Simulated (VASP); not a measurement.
Calculation: AM05 GGA, VASP's PBE PAW potentials (set 64) (plane waves; VASP 6.6.1).

VASP input:

KPOINTS:
```
Automatic mesh
0
Gamma
6 6 6
0 0 0
```

File POSCAR:
```
CsCl
4.2001450
  1.0000000061   0.0000000000   0.0000000000
  0.0000000000   1.0000000061   0.0000000000
  0.0000000000   0.0000000000   1.0000000061
Cs Cl
1 1
direct
  0.0000000000   0.0000000000   0.0000000000
  0.5000000000   0.5000000000   0.5000000000
```

INCAR:
```
ALGO  =  Normal
EDIFF  =  1E-7
ENCUT  =  520
GGA  =  AM
ISIF  =  2
ISMEAR  =  0
LASPH  =  .TRUE.
LCHARG  =  .FALSE.
LMAXMIX  =  4
LREAL  =  .FALSE.
LWAVE  =  .FALSE.
NELM  =  100
PREC  =  Accurate
SIGMA  =  0.05
SYSTEM  =  CsCl
```

POTCAR, in this order: Cs_sv Cl (PBE.64 set). Program: vasp_std.

**Question.** What will the output report for the number of irreducible k-points (NKPTS), largest plane-wave count, number of space-group operations, FFT grid (NGX, NGY, NGZ)?

**Answer.** 
```json
{
  "number of irreducible k-points (NKPTS)": "20",
  "largest_plane_wave_count": "2011",
  "number_of_space_group_operations": "48",
  "FFT grid (NGX, NGY, NGZ)": "32 × 32 × 32"
}
```

The compound is CsCl in the CsCl type structure. This cell is one point of a volume scan, at 1.03 of the reference volume.
